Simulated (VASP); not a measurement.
Level of theory: RPBE GGA, VASP's PBE PAW potentials (set 64) (plane waves; VASP).

VASP ran on this input.

INCAR:
```
SYSTEM  =  Al atom
PREC  =  Normal; ENCUT  =  520; LREAL  =  F
LASPH  =  T; ISYM  =  0
EDIFF  =  1E-6; NELM  =  200; ALGO  =  All
ISMEAR  =  0; SIGMA  =  0.01
GGA  =  RP
ISPIN  =  2; MAGMOM  =  1; NUPDOWN  =  1
LWAVE  =  F; LCHARG  =  F; LORBIT  =  10
```

File KPOINTS:
```
kpoints
0
Gamma
1 1 1
0 0 0
```

**POSCAR**
```
Al atom
1
   12.0000000000     0.0000000000     0.0000000000
    0.0000000000    12.5000000000     0.0000000000
    0.0000000000     0.0000000000    13.0000000000
Al
1
Direct
  0.0000000000   0.0000000000   0.0000000000
```

POTCAR, in this order: Al (PBE.64 set). Program: vasp_gam. Read from the step before: WAVECAR.

What VASP printed:

File OSZICAR:
```
       N       E                     dE             d eps       ncg     rms           ort
SDA:   1    -0.257749243483E+00   -0.25775E+00    0.00000E+00     6   0.962E-02   0.000E+00
CGA:   2    -0.261429271247E+00   -0.36800E-02   -0.36720E-02     6   0.121E-02   0.434E-04
CGA:   3    -0.261943911227E+00   -0.51464E-03   -0.51799E-03     6   0.333E-03  -0.187E-04
SDA:   4    -0.262328969345E+00   -0.38506E-03   -0.38509E-03     6   0.106E-02  -0.295E-03
SDA:   5    -0.313660101809E+00   -0.51331E-01   -0.50794E-01     6   0.602E-01  -0.259E-02
CGA:   6    -0.337191547133E+00   -0.23531E-01   -0.22338E-01     6   0.138E-01  -0.456E-02
CGA:   7    -0.343066157459E+00   -0.58746E-02   -0.58746E-02     6   0.229E-02   0.540E-06
CGA:   8    -0.344180692853E+00   -0.11145E-02   -0.11145E-02     6   0.562E-03   0.386E-05
CGA:   9    -0.344440089065E+00   -0.25940E-03   -0.25940E-03     6   0.131E-03   0.777E-06
CGA:  10    -0.344500700621E+00   -0.60612E-04   -0.60595E-04     6   0.180E-04  -0.185E-05
CGA:  11    -0.344508661896E+00   -0.79613E-05   -0.79597E-05     6   0.254E-05  -0.735E-07
CGA:  12    -0.344509695683E+00   -0.10338E-05   -0.10407E-05     6   0.346E-06   0.122E-06
CGA:  13    -0.344509874917E+00   -0.17923E-06   -0.17908E-06     6   0.690E-07   0.473E-08
   1 F= -.34450987E+00 E0= -.34450987E+00  d E =-.196374E-15  mag=     1.0000
```

OUTCAR:
```
------------------------ aborting loop because EDIFF is reached ----------------------------------------
  FORCE on cell =-STRESS in cart. coord.  units (eV):
  Direction    XX          YY          ZZ          XY          YZ          ZX
  --------------------------------------------------------------------------------------
  Total       -0.0009726      0.0120207     -0.0004896      0.0000034      0.0000459     -0.0000004
  in kB       -0.0007992      0.0098766     -0.0004023      0.0000028      0.0000377     -0.0000003
  external PRESSURE =       0.0028917 kB  Pullay stress =       0.0000000 kB
  volume of cell :     1950.00
      direct lattice vectors                 reciprocal lattice vectors
    12.000000000  0.000000000  0.000000000     0.083333333  0.000000000  0.000000000
     0.000000000 12.500000000  0.000000000     0.000000000  0.080000000  0.000000000
     0.000000000  0.000000000 13.000000000     0.000000000  0.000000000  0.076923077
 POSITION                                       TOTAL-FORCE (eV/Angst)
 -----------------------------------------------------------------------------------
      0.00000      0.00000      0.00000        -0.000000     -0.000000     -0.000000
 -----------------------------------------------------------------------------------
    total drift:                               -0.000000     -0.000000     -0.000000
  FREE ENERGIE OF THE ION-ELECTRON SYSTEM (eV)
  ---------------------------------------------------
  free  energy   TOTEN  =        -0.3445098749 eV

  energy  without entropy=       -0.3445098749  energy(sigma->0) =       -0.34450987

 total charge

# of ion       s       p       d       tot
------------------------------------------
    1        0.620   0.144   0.000   0.764

 magnetization (x)

# of ion       s       p       d       tot
------------------------------------------
    1       -0.003   0.144   0.000   0.141
```
(Selected blocks of OUTCAR.)

**OUTCAR**
```
 val. band max:       -2.9805151603   @ k =   0.0000   0.0000   0.0000

 cond. band min:      -2.5951122708   @ k =   0.0000   0.0000   0.0000


 Fermi energy:        -2.9254460575

 spin component 1

 k-point     1 :       0.0000    0.0000    0.0000
  band No.  band energies     occupation
      1      -7.7329      1.00000
      2      -2.9805      1.00000
      3      -2.5951      0.00000
      4      -2.5941      0.00000
      5      -0.4864      0.00000
      6       0.4740      0.00000

 Fermi energy:        -7.0647134226

 spin component 2

 k-point     1 :       0.0000    0.0000    0.0000
  band No.  band energies     occupation
      1      -7.1301      1.00000
      2      -2.3695      0.00000
      3      -2.3686      0.00000
      4      -1.5358      0.00000
      5      -0.1166      0.00000
      6       0.7466      0.00000
```

The atom may not be in its lowest state.

The cell is a free atom in a box.
